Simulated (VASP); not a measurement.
# ZrB2: the relaxed cell at several levels, part 2 of 3

Aim: relax ZrB2 at several levels and hold each cell against experiment. The start is a cell from a database of measured crystal structures.

VASP 6.6.1, plane waves and PAW; the level of theory is named at each step.

So far. Step 2 (Relaxation with LDA): It ends with forces that vanish by symmetry and a pressure of 0.03 GPa. The volume lies -3.1 % from that of the database's start, which holds the thermal and zero-point expansion of its experiment. LDA is known to overbind. The conventional cell has a = 3.135 and c = 3.498 Å.

### Step 3. Relaxation with PBEsol

This step: PBEsol; plane waves and PAW (Zr_sv, B) (VASP 6.6.1).

PBEsol restores the gradient expansion of exchange and is tuned for the cells of solids.

The input, INCAR:

```
SYSTEM = ZrB2
PREC = Accurate
ENCUT = 520
EDIFF = 1E-06
NELM = 100
ISMEAR = -1
SIGMA = 0.05
LREAL = .FALSE.
ALGO = Normal
GGA = PS
NBANDS = 15
LORBIT = 11
LWAVE = .FALSE.
LCHARG = .FALSE.
KPAR = 4
IBRION = 2
NSW = 60
ISIF = 3
EDIFFG = -0.01
```

The input, POSCAR:

```
ZrB2
1.0
    3.1700000000      0.0000000000      0.0000000000
   -1.5850000000      2.7453005300      0.0000000000
    0.0000000000      0.0000000000      3.5330000000
Zr B
1 2
Direct
    0.0000000000      0.0000000000      0.0000000000
    0.3333333333      0.6666666667      0.5000000000
    0.6666666667      0.3333333333      0.5000000000
```

The input, KPOINTS:

```
Automatic mesh
0
Gamma
10 10 8
0 0 0
```

The projector-augmented-wave data sets are Zr_sv and B (PBE family, release 64).

The run is started by

```bash
mpirun -np 4 vasp_std
```

Log:

```text
[banner, memory and clock lines left out]
running    4 mpi-ranks, on    1 nodes
 distrk:  each k-point on    1 cores,    4 groups
 distr:  one band on    1 cores,    1 groups

 POSCAR found type information on POSCAR ZrB
 POSCAR found :  2 types and       3 ions
 [... a notice as in an earlier step ...]

 LDA part: xc-table for (Slater+PW92), standard interpolation
 POSCAR, INCAR and KPOINTS ok, starting setup
 FFT: planning ... GRIDC
 FFT: planning ... GRID_SOFT
 FFT: planning ... GRID
 WAVECAR not read
 entering main loop
       N       E                     dE             d eps       ncg     rms          rms(c)
DAV:   1     0.102387686007E+03    0.10239E+03   -0.96844E+03  2100   0.119E+03
DAV:   2    -0.244390521622E+02   -0.12683E+03   -0.12268E+03  2604   0.304E+02
DAV:   3    -0.288927184731E+02   -0.44537E+01   -0.44253E+01  3464   0.484E+01
DAV:   4    -0.289463348101E+02   -0.53616E-01   -0.53603E-01  2362   0.499E+00
DAV:   5    -0.289475605676E+02   -0.12258E-02   -0.12257E-02  3274   0.512E-01    0.222E+01
DAV:   6    -0.264450409644E+02    0.25025E+01   -0.58944E+00  2621   0.168E+01    0.915E+00
DAV:   7    -0.263987594696E+02    0.46281E-01   -0.68435E-01  3096   0.525E+00    0.324E+00
DAV:   8    -0.263984043627E+02    0.35511E-03   -0.95546E-02  2538   0.262E+00    0.502E-01
DAV:   9    -0.263948431080E+02    0.35613E-02   -0.19081E-02  2668   0.106E+00    0.187E-01
DAV:  10    -0.263945933703E+02    0.24974E-03   -0.12671E-03  2488   0.339E-01    0.400E-02
DAV:  11    -0.263945982428E+02   -0.48725E-05   -0.63101E-05  2933   0.744E-02    0.109E-02
DAV:  12    -0.263945966449E+02    0.15979E-05   -0.27937E-06  2403   0.119E-02    0.497E-03
DAV:  13    -0.263945965142E+02    0.13072E-06   -0.49281E-07  1190   0.620E-03
   1 F= -.26394597E+02 E0= -.26393191E+02  d E =-.263946E+02
 curvature:   0.00 expect dE= 0.000E+00 dE for cont linesearch  0.000E+00
 trial: gam= 0.00000 g(F)=  0.537E-51 g(S)=  0.250E-01 ort = 0.000E+00 (trialstep = 0.100E+01)
 search vector abs. value=  0.250E-01
 bond charge predicted
       N       E                     dE             d eps       ncg     rms          rms(c)
DAV:   1    -0.265213200945E+02   -0.12672E+00   -0.40586E+00  2419   0.200E+01    0.478E+00
DAV:   2    -0.264002164456E+02    0.12110E+00   -0.30331E-01  2423   0.598E+00    0.120E+00
DAV:   3    -0.263866356624E+02    0.13581E-01   -0.98401E-02  3242   0.232E+00    0.533E-01
DAV:   4    -0.263891402889E+02   -0.25046E-02   -0.38541E-03  2853   0.457E-01    0.231E-01
DAV:   5    -0.263908488856E+02   -0.17086E-02   -0.40128E-03  3295   0.368E-01    0.178E-01
DAV:   6    -0.263911451114E+02   -0.29623E-03   -0.23523E-04  3298   0.120E-01    0.556E-02
DAV:   7    -0.263911698425E+02   -0.24731E-04   -0.35777E-05  3016   0.499E-02    0.155E-02
DAV:   8    -0.263911719470E+02   -0.21045E-05   -0.12862E-06  1693   0.123E-02    0.694E-03
DAV:   9    -0.263911726602E+02   -0.71320E-06   -0.40554E-07  1309   0.744E-03
   2 F= -.26391173E+02 E0= -.26389808E+02  d E =0.342385E-02
[...]
3 F= -.26400212E+02 E0= -.26398825E+02  d E =-.561546E-02
[...]
4 F= -.26400210E+02 E0= -.26398823E+02  d E =-.561345E-02
 curvature:  -0.21 expect dE=-0.147E-04 dE for cont linesearch -0.758E-06
 ZBRENT: accuracy reached
 trial: gam= 0.01464 g(F)=  0.516E-50 g(S)=  0.688E-04 ort =-0.298E-03 (trialstep = 0.890E+00)
 search vector abs. value=  0.654E-04
 bond charge predicted
       N       E                     dE             d eps       ncg     rms          rms(c)
DAV:   1    -0.264002979266E+02   -0.88363E-04   -0.40370E-03  2212   0.561E-01    0.479E-02
DAV:   2    -0.264002548548E+02    0.43072E-04   -0.78117E-05  2422   0.720E-02    0.251E-02
DAV:   3    -0.264002394048E+02    0.15450E-04   -0.37504E-05  2639   0.494E-02    0.425E-03
DAV:   4    -0.264002394893E+02   -0.84471E-07   -0.77402E-07  1604   0.740E-03
   5 F= -.26400239E+02 E0= -.26398842E+02  d E =-.295228E-04
 trial-energy change:   -0.000030  1 .order   -0.000030   -0.000057   -0.000003
 step:   0.9398(harm=  0.9398)  dis= 0.00000  next Energy=   -26.400240 (dE=-0.303E-04)
 reached required accuracy - stopping structural energy minimisation
```

Elapsed: 9 s, on 4 MPI ranks of Intel Xeon 6975P-C (Granite Rapids), shared host; peak memory 0.63 GiB.

OUTCAR, selected parts (step 3):

```text
The static configuration has the point symmetry D_6h.

 Found     70 irreducible k-points:

   NELECT =      18.0000    total number of electrons

 E-fermi :  10.4973

 k-point     1 :       0.0000    0.0000    0.0000
  band No.  band energies     occupation
    ...
      5      -2.1635      2.00000
      6       7.9413      2.00000
      7       7.9413      2.00000
      8       7.9480      2.00000
      9       8.2998      2.00000
     10      14.0670      0.00000
     11      14.0670      0.00000
     12      14.8891      0.00000
     13      14.8891      0.00000
     14      15.6014      0.00000
    ...

 k-point     2 :       0.1000   -0.0000    0.0000
  band No.  band energies     occupation
    ...
      5      -1.9603      2.00000
      6       7.3759      2.00000
      7       7.9500      2.00000
      8       8.0714      2.00000
      9       8.1390      2.00000
     10      13.8258      0.00000
     11      13.9397      0.00000
     12      14.2452      0.00000
     13      14.3807      0.00000
     14      16.4375      0.00000
    ...

  Total        0.0147193      0.0147193      0.0096641      0.0000000      0.0000000     -0.0000000
  in kB        0.7792392      0.7792392      0.5116182      0.0000000      0.0000000     -0.0000000
  external PRESSURE =       0.6900322 kB  Pullay stress =       0.0000000 kB

  energy-cutoff  :      520.00
  volume of cell :       30.26
      direct lattice vectors                 reciprocal lattice vectors
     3.154717900  0.000000000  0.000000000     0.316985554  0.183011695 -0.000000000
    -1.577358950  2.732065843 -0.000000000     0.000000000  0.366023389 -0.000000000
     0.000000000  0.000000000  3.511361099    -0.000000000  0.000000000  0.284789850

 POSITION                                       TOTAL-FORCE (eV/Angst)
 -----------------------------------------------------------------------------------
     -1.57736      2.73207     -0.00000        -0.000000     -0.000000     -0.000000
     -0.00000      1.82138      1.75568         0.000000     -0.000000     -0.000000
      1.57736      0.91069      1.75568        -0.000000      0.000000      0.000000
 -----------------------------------------------------------------------------------
    total drift:                               -0.000000      0.000000     -0.000000

  FREE ENERGIE OF THE ION-ELECTRON SYSTEM (eV)
  ---------------------------------------------------
  free  energy   TOTEN  =       -26.4002394893 eV

  energy  without entropy=      -26.3974443315  energy(sigma->0) =      -26.39884191

 total charge
# of ion       s       p       d       tot
------------------------------------------
    1        2.173   6.032   1.803  10.009
    2        0.665   1.249   0.000   1.914
    3        0.665   1.249   0.000   1.914
--------------------------------------------------
tot          3.503   8.531   1.803  13.837

[... 8 parts as in an earlier step ...]

[... 5 further parts left out ...]
```

The PAW data sets were made with PBE, which is usual practice but a small mismatch for other functionals.

The steps of the relaxation:

```
step  energy less that of the first step (eV)  largest force (eV/Å)  pressure (GPa)  volume (Å³)
   1                                   0.0000                0.0000           -3.75        30.75
   2                                   0.0034                0.0000            5.06        29.69
   3                                  -0.0056                0.0000            0.00        30.28
   4                                  -0.0056                0.0000            0.05        30.27
   5                                  -0.0056                0.0000            0.07        30.26
```

```
conventional cell, symmetrised  before  after  change
                         a (Å)   3.170  3.155  -0.5 %
                         b (Å)   3.170  3.155  -0.5 %
                         c (Å)   3.533  3.511  -0.6 %
              volume (Å³/atom)   10.25  10.09  -1.6 %
```

Final coordinates:

```xyz
3
Lattice="3.1547 0.0000 0.0000 -1.5774 2.7321 0.0000 0.0000 0.0000 3.5114" Properties=species:S:1:pos:R:3 pbc="T T T"
Zr    0.0000    0.0000    0.0000
B     0.0000    1.8214    1.7557
B     1.5774    0.9107    1.7557
```

Numbers from this step:

| Property | Result |
| --- | --- |
| free energy (TOTEN) | -26.40 eV |
| energy at zero smearing | -26.40 eV |
| Fermi energy | 10.50 eV |
| pressure | 0.06900 GPa |
| SCF cycles over all ionic steps | 38 |

It ends at 10.09 Å³/atom, -1.6 % from the start, with 0.07 GPa left. The conventional cell has a = 3.155 and c = 3.511 Å.

### Step 4. Relaxation with PBE

This step: PBE; plane waves and PAW (Zr_sv, B) (VASP 6.6.1).

PBE, the usual starting point, adds the gradient of the density.

INCAR: that of step 3 with these lines changed.

```diff
@@ -9,3 +9,3 @@
 ALGO = Normal
-GGA = PS
+GGA = PE
 NBANDS = 15
```

POSCAR is that of step 3.

KPOINTS is that of step 3.

The run is started by

```bash
mpirun -np 4 vasp_std
```

Log:

```text
[banner, memory and clock lines left out]
running    4 mpi-ranks, on    1 nodes
[...]
LDA part: xc-table for (Slater+PW92), standard interpolation
 POSCAR, INCAR and KPOINTS ok, starting setup
[...]
entering main loop
       N       E                     dE             d eps       ncg     rms          rms(c)
DAV:   1     0.104085836311E+03    0.10409E+03   -0.96942E+03  2100   0.119E+03
DAV:   2    -0.230995577754E+02   -0.12719E+03   -0.12303E+03  2590   0.304E+02
DAV:   3    -0.275977498995E+02   -0.44982E+01   -0.44709E+01  3466   0.486E+01
DAV:   4    -0.276522360517E+02   -0.54486E-01   -0.54473E-01  2377   0.500E+00
[...]
DAV:  11    -0.249757590701E+02   -0.78531E-05   -0.62007E-05  2928   0.757E-02    0.107E-02
DAV:  12    -0.249757575599E+02    0.15101E-05   -0.29661E-06  2390   0.125E-02    0.425E-03
DAV:  13    -0.249757575819E+02   -0.21944E-07   -0.29867E-07  1162   0.529E-03
   1 F= -.24975758E+02 E0= -.24974341E+02  d E =-.249758E+02
[... from here on, the cycles between the ionic steps are left out ...]
   2 F= -.24975917E+02 E0= -.24974520E+02  d E =-.159897E-03
   3 F= -.24976321E+02 E0= -.24974915E+02  d E =-.563019E-03
   4 F= -.24976396E+02 E0= -.24975008E+02  d E =-.758050E-04
 trial-energy change:   -0.000076  1 .order   -0.000073   -0.000175    0.000028
 step:   0.7818(harm=  0.7818)  dis= 0.00000  next Energy=   -24.976396 (dE=-0.753E-04)
 reached required accuracy - stopping structural energy minimisation
```

Wall time 7.8 s (4 MPI ranks); peak memory 0.62 GiB; 29 s of CPU time.

From OUTCAR (step 4):

```text
  Total        0.0125505      0.0125505     -0.0053761      0.0000000      0.0000000      0.0000000
  in kB        0.6513882      0.6513882     -0.2790300      0.0000000      0.0000000      0.0000000
  external PRESSURE =       0.3412488 kB  Pullay stress =       0.0000000 kB

 POSITION                                       TOTAL-FORCE (eV/Angst)
 -----------------------------------------------------------------------------------
      0.00000      0.00000      0.00000        -0.000000      0.000000      0.000000
     -0.00000      1.83025      1.77348        -0.000000      0.000000      0.000000
      1.58504      0.91513      1.77348         0.000000     -0.000000     -0.000000
 -----------------------------------------------------------------------------------
    total drift:                               -0.000000      0.000000     -0.000000

  FREE ENERGIE OF THE ION-ELECTRON SYSTEM (eV)
  ---------------------------------------------------
  free  energy   TOTEN  =       -24.9763964061 eV

  energy  without entropy=      -24.9736203538  energy(sigma->0) =      -24.97500838

[... 2 parts as in an earlier step ...]

[... 2 further parts left out ...]
[key lines of the parts left out:]
E-fermi :  10.3954
```

Step by step:

```
step  energy less that of the first step (eV)  largest force (eV/Å)  pressure (GPa)  volume (Å³)
   1                                   0.0000                0.0000            0.94        30.75
   2                                  -0.0002                0.0000           -1.07        31.01
   3                                  -0.0006                0.0000           -0.17        30.89
   4                                  -0.0006                0.0000            0.03        30.87
```

```
conventional cell, symmetrised  before  after  change
                         a (Å)   3.170  3.170  +0.0 %
                         b (Å)   3.170  3.170  +0.0 %
                         c (Å)   3.533  3.547  +0.4 %
              volume (Å³/atom)   10.25  10.29  +0.4 %
```

Final coordinates:

```cif
data_structure
_symmetry_space_group_name_H-M 'P 1'
_symmetry_Int_Tables_number 1
_cell_length_a 3.1701
_cell_length_b 3.1701
_cell_length_c 3.5470
_cell_angle_alpha 90.000
_cell_angle_beta 90.000
_cell_angle_gamma 120.000
_cell_volume 30.87
loop_
_atom_site_label
_atom_site_type_symbol
_atom_site_fract_x
_atom_site_fract_y
_atom_site_fract_z
_atom_site_occupancy
Zr1 Zr 0.00000 0.00000 0.00000 1
B2 B 0.33333 0.66667 0.50000 1
B3 B 0.66667 0.33333 0.50000 1
```

It ends at 10.29 Å³/atom, +0.4 % from the start, with 0.03 GPa left. The conventional cell has a = 3.170 and c = 3.547 Å.

### Step 5. Relaxation with r2SCAN

This step: r2SCAN; plane waves and PAW (Zr_sv, B) (VASP 6.6.1).

r2SCAN adds the kinetic-energy density, costs more than a GGA and is run with LASPH.

INCAR: that of step 4 with these lines changed.

```diff
@@ -9,3 +9,4 @@
 ALGO = Normal
-GGA = PE
+METAGGA = R2SCAN
+LASPH = .TRUE.
 NBANDS = 15
```

POSCAR is that of step 4.

KPOINTS is that of step 4.

The run is started by

```bash
mpirun -np 4 vasp_std
```

Log:

```text
[banner, memory and clock lines left out]
running    4 mpi-ranks, on    1 nodes
[...]
[... a notice as in an earlier step ...]

 LDA part: xc-table for (None), standard interpolation
 POSCAR, INCAR and KPOINTS ok, starting setup
[...]
entering main loop
       N       E                     dE             d eps       ncg     rms          rms(c)
DAV:   1     0.868713272643E+02    0.86871E+02   -0.99403E+03  2100   0.123E+03
DAV:   2    -0.442882642287E+02   -0.13116E+03   -0.12679E+03  2618   0.315E+02
DAV:   3    -0.493787921167E+02   -0.50905E+01   -0.50503E+01  3524   0.512E+01
DAV:   4    -0.494413520588E+02   -0.62560E-01   -0.62548E-01  2345   0.572E+00
[...]
DAV:  10    -0.406335323692E+02   -0.34568E-03   -0.42885E-04  2667   0.184E-01    0.527E-02
DAV:  11    -0.406335783397E+02   -0.45970E-04   -0.63268E-05  2563   0.791E-02    0.120E-02
DAV:  12    -0.406335784208E+02   -0.81103E-07   -0.14208E-06  2192   0.113E-02
   1 F= -.40633578E+02 E0= -.40632169E+02  d E =-.406336E+02
[... from here on, the cycles between the ionic steps are left out ...]
   2 F= -.40634718E+02 E0= -.40633382E+02  d E =-.113932E-02
   3 F= -.40634945E+02 E0= -.40633592E+02  d E =-.136610E-02
   4 F= -.40635045E+02 E0= -.40633722E+02  d E =-.100473E-03
   5 F= -.40635107E+02 E0= -.40633774E+02  d E =-.162467E-03
[...]
reached required accuracy - stopping structural energy minimisation
```

Run time: 37 s. Hardware: 4 MPI ranks; peak memory 0.65 GiB; 2.4 min of CPU time.

Parts of OUTCAR (step 5):

```text
  Total       -0.0003157     -0.0003157      0.0005652      0.0000000      0.0000000     -0.0000000
  in kB       -0.0163820     -0.0163820      0.0293338      0.0000000      0.0000000     -0.0000000
  external PRESSURE =      -0.0011434 kB  Pullay stress =       0.0000000 kB

 POSITION                                       TOTAL-FORCE (eV/Angst)
 -----------------------------------------------------------------------------------
     -1.58323      2.74224      0.00000         0.000000     -0.000000      0.000000
     -0.00000      1.82816      1.77763        -0.000000      0.000000      0.000000
      1.58323      0.91408      1.77763         0.000000     -0.000000      0.000000
 -----------------------------------------------------------------------------------
    total drift:                               -0.000000      0.000000     -0.000000

  FREE ENERGIE OF THE ION-ELECTRON SYSTEM (eV)
  ---------------------------------------------------
  free  energy   TOTEN  =       -40.6351069894 eV

  energy  without entropy=      -40.6324402536  energy(sigma->0) =      -40.63377362

[... 2 parts as in an earlier step ...]

[... 2 further parts left out ...]
[key lines of the parts left out:]
E-fermi :  10.5257
```

Relaxation path:

```
step  energy less that of the first step (eV)  largest force (eV/Å)  pressure (GPa)  volume (Å³)
   1                                   0.0000                0.0000            0.88        30.75
   2                                  -0.0011                0.0000           -0.97        31.00
   3                                  -0.0014                0.0000           -0.44        30.92
   4                                  -0.0015                0.0000            0.28        30.84
   5                                  -0.0015                0.0000            0.00        30.87
```

```
conventional cell, symmetrised  before  after  change
                         a (Å)   3.170  3.166  -0.1 %
                         b (Å)   3.170  3.166  -0.1 %
                         c (Å)   3.533  3.555  +0.6 %
              volume (Å³/atom)   10.25  10.29  +0.4 %
```

The relaxed structure:

```xyz
3
Lattice="3.1665 0.0000 0.0000 -1.5832 2.7422 0.0000 0.0000 0.0000 3.5553" Properties=species:S:1:pos:R:3 pbc="T T T"
Zr    0.0000    0.0000    0.0000
B     0.0000    1.8282    1.7776
B     1.5832    0.9141    1.7776
```

It ends at 10.29 Å³/atom, +0.4 % from the start, with 0.00 GPa left. The conventional cell has a = 3.166 and c = 3.555 Å.

### Step 6. Relaxation with PBE + D3(BJ)

This step: PBE with D3(BJ); plane waves and PAW (Zr_sv, B) (VASP 6.6.1).

A dispersion term adds the long-range attraction that semilocal functionals lack. D3 with Becke-Johnson damping keeps a finite attraction at short range.

INCAR: that of step 5 with these lines changed.

```diff
@@ -9,4 +9,4 @@
 ALGO = Normal
-METAGGA = R2SCAN
-LASPH = .TRUE.
+GGA = PE
+IVDW = 12
 NBANDS = 15
```

POSCAR is that of step 5.

KPOINTS is that of step 5.

The run is started by

```bash
mpirun -np 4 vasp_std
```

Log:

```text
[... set-up lines as in an earlier step ...]
 entering main loop
       N       E                     dE             d eps       ncg     rms          rms(c)
[... 13 cycles as in an earlier step ...]
   1 F= -.26145621E+02 E0= -.26144204E+02  d E =-.261456E+02
[...]
2 F= -.26138879E+02 E0= -.26137565E+02  d E =0.674237E-02
[...]
3 F= -.26157088E+02 E0= -.26155719E+02  d E =-.114663E-01
[...]
4 F= -.26157084E+02 E0= -.26155716E+02  d E =-.114627E-01
[...]
5 F= -.26157101E+02 E0= -.26155741E+02  d E =-.173075E-04
 trial-energy change:   -0.000017  1 .order   -0.000016   -0.000030   -0.000002
 step:   0.9581(harm=  0.9581)  dis= 0.00000  next Energy=   -26.157100 (dE=-0.162E-04)
 reached required accuracy - stopping structural energy minimisation
```

Run time: 9.4 s. Hardware: 4 MPI ranks; peak memory 0.66 GiB.

From OUTCAR (step 6):

```text
 Edisp (eV)   -1.19696

 Edisp (eV)   -1.19685

  Total       0.01717     0.01717     0.01756     0.00000     0.00000     0.00000
  in kB       0.91508     0.91508     0.93538     0.00000     0.00000     0.00000
  external pressure =        0.92 kB  Pullay stress =        0.00 kB

 POSITION                                       TOTAL-FORCE (eV/Angst)
 -----------------------------------------------------------------------------------
      0.00000     -0.00000      3.51353        -0.000000      0.000000      0.000000
     -0.00000      1.81496      1.75677         0.000000     -0.000000      0.000000
      1.57181      0.90748      1.75677        -0.000000      0.000000     -0.000000
 -----------------------------------------------------------------------------------
    total drift:                                0.000000     -0.000000     -0.000000

  FREE ENERGIE OF THE ION-ELECTRON SYSTEM (eV)
  ---------------------------------------------------
  free  energy   TOTEN  =       -26.1571014554 eV

  energy  without entropy=      -26.1543795846  energy(sigma->0) =      -26.15574052

[... 2 parts as in an earlier step ...]

[... 2 further parts left out ...]
[key lines of the parts left out:]
E-fermi :  10.6826
```

Dispersion corrections of this kind ignore metallic screening and tend to overbind metals.

It ends at 10.02 Å³/atom, -2.2 % from the start, with 0.09 GPa left. The conventional cell has a = 3.144 and c = 3.514 Å. Against plain PBE, the dispersion term moves a by -0.8 % and c by -0.9 %.

[end of part 2 of 3]

[Lines on the potential files, build, host, timing and source positions are cut from VASP's logs without a mark.]

[Logs are printed without paths, hosts, clocks, repeated set-up lines and the standing remarks that a program may print on its own settings, such as how far it seeks lower states.]

[Hosts, paths, dates, database ids (printed as entryN), source tags and the programs' standing remarks are cut or masked in the printed files.]

[Measured values are set beside computed ones only where the two were judged alike; some that the calculation misses by far are left out.]

[In band tables of VASP the shares of atoms and orbitals are scaled to a sum of 1 inside the atoms' spheres.]
